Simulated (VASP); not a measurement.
Input of a VASP 6.6.1 run:

The input INCAR:

```
PREC = Normal
ENCUT = 520
EDIFF = 1E-4
ISMEAR = 0
SIGMA = 0.15
LREAL = F
LASPH = T
NELM = 60
ALGO = Fast
ISIF = 3
LWAVE = F
LCHARG = F
GGA = PE
IBRION = 2
NSW = 24
EDIFFG = -0.08
```

Contents of KPOINTS:

```
regular mesh
0
Gamma
  6 6 3
```

Contents of POSCAR:

```
Ga3Sb
1.0
    3.7584688700      0.0000000000      0.0000000000
   -1.8792344300      3.2549295200      0.0000000000
    0.0000000000      0.0000000000      7.3256046100
Ga Sb
3 1
Direct
    0.3333333300      0.6666666700      0.5000000000
    0.6666666700      0.3333333300      0.5000000000
    0.0000000000      0.0000000000      0.5000000000
    0.0000000000      0.0000000000      0.0000000000
```

Potentials or basis: VASP PAW PBE potentials, release 64 (Ga_d, Sb).

Launch:

```console
$ cat potpaw_PBE.64/Ga_d/POTCAR potpaw_PBE.64/Sb/POTCAR > POTCAR
$ mpirun -np 1 vasp_std > vasp.out
```

Question: Estimate the relaxed cell.

Answer: a = 5.017 Å, b = 5.017 Å, c = 5.202 Å, α = 90.00°, β = 90.00°, γ = 120.00°.

Question: What does it give for the relaxed volume?

Answer: 28.35 Å³/atom.

Step by step:
| step | energy change (eV) | largest force (eV/Å) | pressure (GPa) | volume (Å³) |
| --- | --- | --- | --- | --- |
| 1 | 0.0000 | 0.0000 | 38.29 | 89.62 |
| 2 | -5.1488 | 0.0000 | -4.86 | 170.77 |
| 3 | -5.5893 | 0.0000 | -1.49 | 132.47 |
| 4 | -5.6255 | 0.0000 | -3.04 | 142.67 |
| 5 | -5.6342 | 0.0000 | -2.93 | 139.70 |
| 6 | -5.6328 | 0.0000 | -2.61 | 138.00 |
| 7 | -6.1051 | 0.0000 | -2.48 | 128.93 |
| 8 | -6.6895 | 0.0000 | 5.63 | 100.78 |
| 9 | -6.7505 | 0.0000 | 0.11 | 110.74 |
| 10 | -6.7622 | 0.0000 | 2.12 | 108.35 |
| 11 | -6.7602 | 0.0000 | 0.38 | 109.21 |
| 12 | -6.7778 | 0.0000 | 0.08 | 111.14 |
| 13 | -6.7996 | 0.0000 | -0.86 | 116.21 |
| 14 | -6.8135 | 0.0000 | -0.79 | 115.88 |
| 15 | -6.8429 | 0.0000 | -0.69 | 114.80 |
| 16 | -6.8415 | 0.0000 | 0.06 | 114.24 |
| 17 | -6.8530 | 0.0000 | -0.49 | 114.59 |
| 18 | -6.8561 | 0.0000 | -0.11 | 113.41 |

Caveat: the volume moved by over 15 % at a fixed basis, so the end points are rough. The run has no spin-orbit coupling, so splittings on Sb are missing.
